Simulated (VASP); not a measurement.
Runs of VASP 6.6.1 on FB2OSiH3. The cell holds a molecule in a box, 8 atoms: a = 13.000 Å, b = 13.000 Å, c = 13.000 Å, α = 90.00°, β = 90.00°, γ = 90.00°. 

| task | level | potentials or basis | cell | cutoff (eV) | grid for exact exchange (PRECFOCK) | exchange at q = 0 | gap on the mesh (eV) | largest force (eV/Å) |
| --- | --- | --- | --- | --- | --- | --- | --- | --- |
| atomic charges | PBE+TS | VASP PAW PBE potentials, release 64 (F, B, O, Si, H) | as given | 520 | - | - | 2.12 | 0.76 |
| single point | PBE | VASP PAW PBE potentials, release 64 (F, B, O, Si, H) | as given | 520 | - | - | 2.12 | 0.75 |
| electron localisation function | PBE | VASP PAW PBE potentials, release 64 (F, B, O, Si, H) | as given | 520 | - | - | 2.12 | 0.75 |
| single point | PBE0 | VASP PAW PBE potentials, release 64 (F_h, B_h, O_h, Si, H_h) | as given | 900 | Fast | truncated | 4.29 | (a) |
| relaxation of the atoms | PBE | VASP PAW PBE potentials, release 64 (F, B, O, Si, H) | atoms relaxed from: atoms moved at random, drawn with an rms of 0.02 Å | 520 | - | - | 2.16 | 0.01 |
| single point | PBE | VASP PAW PBE potentials, release 64 (F, B, O, Si, H) | atoms moved at random, drawn with an rms of 0.05 Å | 520 | - | - | 2.13 | 1.75 |

Alike in all rows: no spin polarisation; k mesh 1 × 1 × 1; smearing gaussian 0.01 eV.

**Question.** Estimate the missing entries.

**Answer.** (a) 0.10.

Caveats: the PAW data sets were made with another functional, which shifts forces and pressure a little (some runs).

